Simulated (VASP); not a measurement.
# 2H-WS2 monolayer and its bilayer, part 4 of 9

Aim: relax 2H-WS2 monolayer, place its levels against the vacuum, then find how two sheets stack and bind.

VASP 6.6.1, plane waves and PAW; the level of theory is named at each step.

So far. Step 3 (A second relaxation): The start already met the threshold, so nothing moved. Step 4 (Vacuum level and density of states): The vacuum level lies 5.94 eV above the highest filled level at the upper face; both faces agree, as the slab has next to no dipole.

## (5) The slab in a field, field -0.1

Level of this step: r2SCAN with rVV10, no spin polarisation; plane waves and PAW (W, S) (VASP).

A field across the slab, with the atoms held, gives the electronic response: the dipole changes linearly with the field, and the energy has a linear term from the slab's own dipole and a quadratic one from its polarisability.

Contents of INCAR:

```
SYSTEM = WS2
PREC = Normal
ENCUT = 350
EDIFF = 1E-06
NELM = 120
ISMEAR = 0
SIGMA = 0.03
LREAL = .FALSE.
ALGO = Normal
METAGGA = R2SCAN
LUSE_VDW = .TRUE.
IVDW_NL = 2
BPARAM = 11.95
CPARAM = 0.0093
LASPH = .TRUE.
NBANDS = 15
LORBIT = 11
LWAVE = .FALSE.
LCHARG = .FALSE.
KPAR = 4
IDIPOL = 3
LDIPOL = .TRUE.
DIPOL = 0.5 0.5 0.5
EFIELD = -0.1
```

Contents of POSCAR:

```
WS2
1.0
    3.1653557394      0.0000000000      0.0000000000
   -1.5826778697      2.7412784823      0.0000000000
    0.0000000000      0.0000000000     22.0000000000
W S
1 2
Direct
    0.3333333333      0.6666666667      0.5000000000
    0.6666666667      0.3333333333      0.4290157804
    0.6666666667      0.3333333333      0.5709842196
```

Contents of KPOINTS:

```
Automatic mesh
0
Gamma
12 12 1
0 0 0
```

The projector-augmented-wave data sets are W and S (PBE family, release 64).

Command:

```sh
> mpirun -np 4 vasp_std
```

Output:

```text
[... set-up lines as in an earlier step ...]
 entering main loop
       N       E                     dE             d eps       ncg     rms          rms(c)
Total rVV10 correction in eV:      0.5099638    23.6031916
Total rVV10 correction in eV:      0.5099638    23.6031916
Total rVV10 correction in eV:      0.5099638    23.6031916
Total rVV10 correction in eV:      0.5099638    23.6031916
DAV:   1     0.641939184506E+02    0.64194E+02   -0.51932E+03   570   0.656E+02
DAV:   2    -0.601135613596E+02   -0.12431E+03   -0.11588E+03   893   0.162E+02
DAV:   3    -0.727954693141E+02   -0.12682E+02   -0.12574E+02   802   0.630E+01
DAV:   4    -0.730174421355E+02   -0.22197E+00   -0.22158E+00   748   0.994E+00
DAV:   5    -0.730225133512E+02   -0.50712E-02   -0.50706E-02   789   0.142E+00    0.268E+01
Total rVV10 correction in eV:      0.5116120    23.6043555
Total rVV10 correction in eV:      0.5116120    23.6043555
Total rVV10 correction in eV:      0.5116120    23.6043555
Total rVV10 correction in eV:      0.5116120    23.6043555
DAV:   6    -0.697245385619E+02    0.32980E+01   -0.36122E+00   851   0.141E+01    0.136E+01
Total rVV10 correction in eV:      0.5064340    23.6054108
Total rVV10 correction in eV:      0.5064340    23.6054108
Total rVV10 correction in eV:      0.5064340    23.6054108
Total rVV10 correction in eV:      0.5064340    23.6054108
DAV:   7    -0.696723125974E+02    0.52226E-01   -0.10835E+00   794   0.905E+00    0.677E+00
Total rVV10 correction in eV:      0.5086216    23.6053641
Total rVV10 correction in eV:      0.5086216    23.6053641
Total rVV10 correction in eV:      0.5086216    23.6053641
Total rVV10 correction in eV:      0.5086216    23.6053641
DAV:   8    -0.696123152554E+02    0.59997E-01   -0.19620E-01   759   0.367E+00    0.583E-01
Total rVV10 correction in eV:      0.5104496    23.6050959
Total rVV10 correction in eV:      0.5104496    23.6050959
Total rVV10 correction in eV:      0.5104496    23.6050959
Total rVV10 correction in eV:      0.5104496    23.6050959
DAV:   9    -0.696135517118E+02   -0.12365E-02   -0.24434E-02   780   0.121E+00    0.463E-01
Total rVV10 correction in eV:      0.5119996    23.6049427
Total rVV10 correction in eV:      0.5119996    23.6049427
Total rVV10 correction in eV:      0.5119996    23.6049427
Total rVV10 correction in eV:      0.5119996    23.6049427
DAV:  10    -0.696143318828E+02   -0.78017E-03   -0.71606E-03   732   0.556E-01    0.262E-01
Total rVV10 correction in eV:      0.5123246    23.6048304
Total rVV10 correction in eV:      0.5123246    23.6048304
Total rVV10 correction in eV:      0.5123246    23.6048304
Total rVV10 correction in eV:      0.5123246    23.6048304
DAV:  11    -0.696147228103E+02   -0.39093E-03   -0.48727E-04   766   0.161E-01    0.239E-01
Total rVV10 correction in eV:      0.5135033    23.6045363
Total rVV10 correction in eV:      0.5135033    23.6045363
Total rVV10 correction in eV:      0.5135033    23.6045363
Total rVV10 correction in eV:      0.5135033    23.6045363
DAV:  12    -0.696155600330E+02   -0.83722E-03   -0.40190E-04   668   0.142E-01    0.482E-02
Total rVV10 correction in eV:      0.5135482    23.6044527
Total rVV10 correction in eV:      0.5135482    23.6044527
Total rVV10 correction in eV:      0.5135482    23.6044527
Total rVV10 correction in eV:      0.5135482    23.6044527
DAV:  13    -0.696156196573E+02   -0.59624E-04   -0.74870E-05   759   0.574E-02    0.340E-02
Total rVV10 correction in eV:      0.5145449    23.6039548
Total rVV10 correction in eV:      0.5145449    23.6039548
Total rVV10 correction in eV:      0.5145449    23.6039548
Total rVV10 correction in eV:      0.5145449    23.6039548
DAV:  14    -0.696162601208E+02   -0.64046E-03   -0.30601E-04   647   0.105E-01    0.583E-02
Total rVV10 correction in eV:      0.5147083    23.6037997
Total rVV10 correction in eV:      0.5147083    23.6037997
Total rVV10 correction in eV:      0.5147083    23.6037997
Total rVV10 correction in eV:      0.5147083    23.6037997
DAV:  15    -0.696163719631E+02   -0.11184E-03   -0.17261E-05   703   0.293E-02    0.395E-02
Total rVV10 correction in eV:      0.5149951    23.6035031
Total rVV10 correction in eV:      0.5149951    23.6035031
Total rVV10 correction in eV:      0.5149951    23.6035031
Total rVV10 correction in eV:      0.5149951    23.6035031
DAV:  16    -0.696166112926E+02   -0.23933E-03   -0.51883E-05   675   0.417E-02    0.114E-02
Total rVV10 correction in eV:      0.5150628    23.6033808
Total rVV10 correction in eV:      0.5150628    23.6033808
Total rVV10 correction in eV:      0.5150628    23.6033808
Total rVV10 correction in eV:      0.5150628    23.6033808
DAV:  17    -0.696166821157E+02   -0.70823E-04   -0.16469E-05   752   0.228E-02    0.686E-03
Total rVV10 correction in eV:      0.5150768    23.6032409
Total rVV10 correction in eV:      0.5150768    23.6032409
Total rVV10 correction in eV:      0.5150768    23.6032409
Total rVV10 correction in eV:      0.5150768    23.6032409
DAV:  18    -0.696167483188E+02   -0.66203E-04   -0.23796E-05   710   0.273E-02    0.379E-03
Total rVV10 correction in eV:      0.5150696    23.6032129
Total rVV10 correction in eV:      0.5150696    23.6032129
Total rVV10 correction in eV:      0.5150696    23.6032129
Total rVV10 correction in eV:      0.5150696    23.6032129
DAV:  19    -0.696167564987E+02   -0.81799E-05   -0.18920E-06   714   0.865E-03    0.379E-03
Total rVV10 correction in eV:      0.5150656    23.6031988
Total rVV10 correction in eV:      0.5150656    23.6031988
Total rVV10 correction in eV:      0.5150656    23.6031988
Total rVV10 correction in eV:      0.5150656    23.6031988
DAV:  20    -0.696167593062E+02   -0.28075E-05   -0.67220E-07   612   0.728E-03    0.149E-03
Total rVV10 correction in eV:      0.5150639    23.6031956
Total rVV10 correction in eV:      0.5150639    23.6031956
Total rVV10 correction in eV:      0.5150639    23.6031956
Total rVV10 correction in eV:      0.5150639    23.6031956
DAV:  21    -0.696167636568E+02   -0.43506E-05   -0.29436E-07   628   0.498E-03    0.846E-04
Total rVV10 correction in eV:      0.5150630    23.6031962
Total rVV10 correction in eV:      0.5150630    23.6031962
Total rVV10 correction in eV:      0.5150630    23.6031962
Total rVV10 correction in eV:      0.5150630    23.6031962
DAV:  22    -0.696167646579E+02   -0.10011E-05   -0.99299E-08   579   0.329E-03    0.494E-04
Total rVV10 correction in eV:      0.5150621    23.6031988
Total rVV10 correction in eV:      0.5150621    23.6031988
Total rVV10 correction in eV:      0.5150621    23.6031988
Total rVV10 correction in eV:      0.5150621    23.6031988
DAV:  23    -0.696167655415E+02   -0.88358E-06   -0.15968E-07   509   0.414E-03
Total rVV10 correction in eV:      0.5150617    23.6032000
Total rVV10 correction in eV:      0.5150617    23.6032000
Total rVV10 correction in eV:      0.5150617    23.6032000
Total rVV10 correction in eV:      0.5150617    23.6032000
Total rVV10 correction in eV:      0.5150620    23.6031994
Total rVV10 correction in eV:      0.5150620    23.6031994
Total rVV10 correction in eV:      0.5150620    23.6031994
Total rVV10 correction in eV:      0.5150620    23.6031994
   1 F= -.69616766E+02 E0= -.69616766E+02  d E =-.415944E-11
```

Wall time 81 s (4 MPI ranks of Intel Xeon Platinum 8488C (Sapphire Rapids), shared host); peak memory 1.1 GiB; 5.4 min of CPU time.

Parts of OUTCAR (step 5):

```text
   NELECT =      18.0000    total number of electrons

 dipolmoment           0.000000      0.000000     -0.024215 electrons x Angstroem

 E-fermi :  -2.6039

 k-point     1 :       0.0000    0.0000    0.0000
  band No.  band energies     occupation
    ...
      5      -5.7492      2.00000
      6      -4.9682      2.00000
      7      -4.4496      2.00000
      8      -4.4496      2.00000
      9      -2.7712      2.00000
     10       0.4103      0.00000
     11       0.4104      0.00000
     12       0.5628      0.00000
     13       0.5629      0.00000
     14       2.7428      0.00000
    ...

  Total       -0.0032177     -0.0032177     -0.0281873      0.0000000      0.0000000      0.0000000
  in kB       -0.0270062     -0.0270062     -0.2365730      0.0000000      0.0000000      0.0000000
  external PRESSURE =      -0.0968618 kB  Pullay stress =       0.0000000 kB

 POSITION                                       TOTAL-FORCE (eV/Angst)
 -----------------------------------------------------------------------------------
     -0.00000      1.82752     11.00000         0.000000     -0.000000     -0.004029
      1.58268      0.91376      9.43835        -0.000000     -0.000000     -0.009285
      1.58268      0.91376     12.56165        -0.000000      0.000000      0.013314
 -----------------------------------------------------------------------------------
    total drift:                                0.000000      0.000000      0.000022

  FREE ENERGIE OF THE ION-ELECTRON SYSTEM (eV)
  ---------------------------------------------------
  free  energy   TOTEN  =       -69.6167655415 eV

  energy  without entropy=      -69.6167655415  energy(sigma->0) =      -69.61676554

 vacuum level on the upper side and lower side of the slab         3.985         2.379

[... 8 parts as in an earlier step ...]

[... 9 further parts left out ...]
```

Numbers from this step:

```
electronic cycles              : 23
free energy (TOTEN)            : -69.6168 eV
Fermi energy                   : -2.604 eV
dipole moment                  : 0, 0, -0.02422 e·Å
gap on the k-mesh              : 1.991 eV
least direct gap on the k-mesh : 1.991 eV
```

VASP counts the dipole in electrons times Å, so a positive number points the physical dipole along −c. A positive EFIELD is likewise a physical field along −c.

Energy at zero smearing: -69.61677 eV.

## (6) The slab in a field, field 0.1

INCAR, as its differences from that of step 5:

```diff
@@ -23,2 +23,2 @@
 DIPOL = 0.5 0.5 0.5
-EFIELD = -0.1
+EFIELD = 0.1
```

POSCAR is that of step 5.

KPOINTS is that of step 5.

Command:

```sh
> mpirun -np 4 vasp_std
```

Output:

```text
[... set-up lines as in an earlier step ...]
 entering main loop
       N       E                     dE             d eps       ncg     rms          rms(c)
Total rVV10 correction in eV:      0.5099638    23.6031916
Total rVV10 correction in eV:      0.5099638    23.6031916
Total rVV10 correction in eV:      0.5099638    23.6031916
Total rVV10 correction in eV:      0.5099638    23.6031916
DAV:   1     0.642708696063E+02    0.64271E+02   -0.51934E+03   570   0.656E+02
DAV:   2    -0.598051961411E+02   -0.12408E+03   -0.11516E+03   871   0.162E+02
DAV:   3    -0.727597484247E+02   -0.12955E+02   -0.12802E+02   822   0.637E+01
DAV:   4    -0.730154435744E+02   -0.25570E+00   -0.25491E+00   684   0.106E+01
DAV:   5    -0.730224587561E+02   -0.70152E-02   -0.70134E-02   832   0.164E+00    0.268E+01
Total rVV10 correction in eV:      0.5116122    23.6043555
Total rVV10 correction in eV:      0.5116122    23.6043555
Total rVV10 correction in eV:      0.5116122    23.6043555
Total rVV10 correction in eV:      0.5116122    23.6043555
[...]
Total rVV10 correction in eV:      0.5150655    23.6031986
DAV:  20    -0.696167651554E+02   -0.62217E-05   -0.60429E-07   612   0.627E-03    0.143E-03
Total rVV10 correction in eV:      0.5150632    23.6031958
Total rVV10 correction in eV:      0.5150632    23.6031958
Total rVV10 correction in eV:      0.5150632    23.6031958
Total rVV10 correction in eV:      0.5150632    23.6031958
DAV:  21    -0.696167669649E+02   -0.18095E-05   -0.24550E-07   628   0.466E-03    0.929E-04
Total rVV10 correction in eV:      0.5150632    23.6031961
Total rVV10 correction in eV:      0.5150632    23.6031961
Total rVV10 correction in eV:      0.5150632    23.6031961
Total rVV10 correction in eV:      0.5150632    23.6031961
DAV:  22    -0.696167668885E+02    0.76396E-07   -0.11165E-07   544   0.351E-03
Total rVV10 correction in eV:      0.5150615    23.6032000
Total rVV10 correction in eV:      0.5150615    23.6032000
Total rVV10 correction in eV:      0.5150615    23.6032000
Total rVV10 correction in eV:      0.5150615    23.6032000
Total rVV10 correction in eV:      0.5150620    23.6031989
Total rVV10 correction in eV:      0.5150620    23.6031989
Total rVV10 correction in eV:      0.5150620    23.6031989
Total rVV10 correction in eV:      0.5150620    23.6031989
   1 F= -.69616767E+02 E0= -.69616767E+02  d E =-.416210E-11
```

Run time: 89 s. Hardware: 4 MPI ranks; peak memory 1.1 GiB.

OUTCAR, selected parts (step 6):

```text
  Total       -0.0032643     -0.0032643     -0.0285235      0.0000000      0.0000000     -0.0000000
  in kB       -0.0273968     -0.0273968     -0.2393946      0.0000000      0.0000000     -0.0000000
  external PRESSURE =      -0.0980627 kB  Pullay stress =       0.0000000 kB

 POSITION                                       TOTAL-FORCE (eV/Angst)
 -----------------------------------------------------------------------------------
     -0.00000      1.82752     11.00000         0.000000      0.000000      0.004099
      1.58268      0.91376      9.43835        -0.000000     -0.000000     -0.013349
      1.58268      0.91376     12.56165        -0.000000      0.000000      0.009250
 -----------------------------------------------------------------------------------
    total drift:                               -0.000001      0.000002     -0.000149

  FREE ENERGIE OF THE ION-ELECTRON SYSTEM (eV)
  ---------------------------------------------------
  free  energy   TOTEN  =       -69.6167668885 eV

  energy  without entropy=      -69.6167668885  energy(sigma->0) =      -69.61676689

[... 2 parts as in an earlier step ...]

[... 1 further part left out ...]
[key lines of the parts left out:]
E-fermi :  -2.6039
```

This step gave:

- electronic cycles: 22
- dipole moment: 0, 0, 0.02420 e·Å

Energy at zero smearing: -69.61677 eV.

(Part 4 of 9 ends here.)

[Lines on the potential files, build, host, timing and source positions are cut from VASP's logs without a mark.]

[Logs are printed without paths, hosts, clocks, repeated set-up lines and the standing remarks that a program may print on its own settings, such as how far it seeks lower states.]

[Hosts, paths, dates, database ids (printed as entryN), source tags and the programs' standing remarks are cut or masked in the printed files.]

[Runs that stopped without an error message from VASP are left out.]
